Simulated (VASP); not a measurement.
Given:

```yaml
crystal:
  lattice:
    - [5.57642, 0.00000, 0.00000]
    - [0.00000, 5.57642, 0.00000]
    - [0.00000, 0.00000, 20.10587]
  atoms:
    - { symbol: Pd, position: [0.25000, 0.25000, 0.35436] }
    - { symbol: Pd, position: [0.75000, 0.25000, 0.35621] }
    - { symbol: Pd, position: [0.25000, 0.75000, 0.35621] }
    - { symbol: Pd, position: [0.75000, 0.75000, 0.35321] }
    - { symbol: Pd, position: [0.99810, 0.99810, 0.45158] }
    - { symbol: Pd, position: [0.50190, 0.99810, 0.45158] }
    - { symbol: Pd, position: [0.99810, 0.50190, 0.45158] }
    - { symbol: Pd, position: [0.50190, 0.50190, 0.45158] }
    - { symbol: Pd, position: [0.25000, 0.25000, 0.54716] }
    - { symbol: Pd, position: [0.75000, 0.25000, 0.54883] }
    - { symbol: Pd, position: [0.25000, 0.75000, 0.54883] }
    - { symbol: Pd, position: [0.75000, 0.75000, 0.55307] }
    - { symbol: Pd, position: [0.00506, 0.00506, 0.64923] }
    - { symbol: Pd, position: [0.49494, 0.00506, 0.64923] }
    - { symbol: Pd, position: [0.00506, 0.49494, 0.64923] }
    - { symbol: Pd, position: [0.49494, 0.49494, 0.64923] }
    - { symbol: C, position: [0.25000, 0.25000, 0.70086] }
    - { symbol: O, position: [0.25000, 0.25000, 0.76073] }
```

These are PBE GGA, VASP's PBE PAW potentials (set 64) (plane waves; VASP) values and carry that method's errors. Run with PREC = Normal, 400 eV cut-off, 5×5×1 Γ-centred mesh, first-order Methfessel-Paxton smearing of 0.10 eV, potentials Pd C O.

**Question.** Predict the energy per atom (σ→0), band gap (on the k-mesh) with the smallest direct gap where there is one.

**Answer.** 
* **band gap (on the k-mesh)**: none (metal, semimetal or under 0.01 eV)
* **energy per atom (σ→0)**: -5.234 eV/atom

The cell is a thin slab with vacuum, built from Pd (fcc): (100) face, CO adsorbed.
